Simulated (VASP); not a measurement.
The system is LiY3.

```
Y Li
1.0
    -2.36719    2.36719    5.32664
     2.36719   -2.36719    5.32664
     2.36719    2.36719   -5.32664
Y Li
3 1
Direct
  0.50000 0.50000 0.00000
  0.25000 0.75000 0.50000
  0.75000 0.25000 0.50000
  0.00000 0.00000 0.00000
```

The cell comes from a database or a generator and needn't be the stable form of this composition.

| Item | Value |
| --- | --- |
| Program | VASP 6.6.1 |
| Task | relaxation of cell and atoms |
| Functional | LDA |
| Potentials or basis | VASP PAW LDA potentials, release 64 (Y_sv, Li_sv) |
| Cutoff | 600 eV |
| k mesh | 6 × 6 × 6 |
| Occupations | fermi-dirac, width 0.05 eV |
| Spin | no spin polarisation |

At the start: pressure -3.1 GPa; volume 29.85 Å³/atom.

Problem. Where does the relaxation end?

Solution. Over 11 steps the energy falls by 33.3 meV/atom and the volume is 26.85 Å³/atom (-10.0 %); space group I4/mmm (No. 139, to 0.05 Å).

Step by step:
```
step  energy change (eV)  largest force (eV/Å)  pressure (GPa)  volume (Å³)
   1              0.0000                0.0000           -3.13       119.39
   2             -0.1215                0.0000           -0.66       109.59
   3             -0.1262                0.0000            0.02       107.42
   4             -0.1261                0.0000            0.10       107.19
   5             -0.1280                0.0000            0.10       107.17
   6             -0.1317                0.0000            0.10       107.10
   7             -0.1326                0.0000            0.17       106.88
   8             -0.1329                0.0000            0.14       106.95
   9             -0.1329                0.0000            0.15       106.97
  10             -0.1328                0.0000           -0.18       107.94
  11             -0.1331                0.0000           -0.01       107.40
```

Final structure:
```
CELL_PARAMETERS angstrom
-2.33019 2.33019 4.94481
2.33019 -2.33019 4.94481
2.33019 2.33019 -4.94481
ATOMIC_POSITIONS crystal
Y 0.50000 0.50000 0.00000
Y 0.25000 0.75000 0.50000
Y 0.75000 0.25000 0.50000
Li 0.00000 0.00000 0.00000
```

Caveat: the cutoff is under 1.25 times the usual one of these potentials, so pressure, stress and relaxed cells hold a basis-set (Pulay) error.
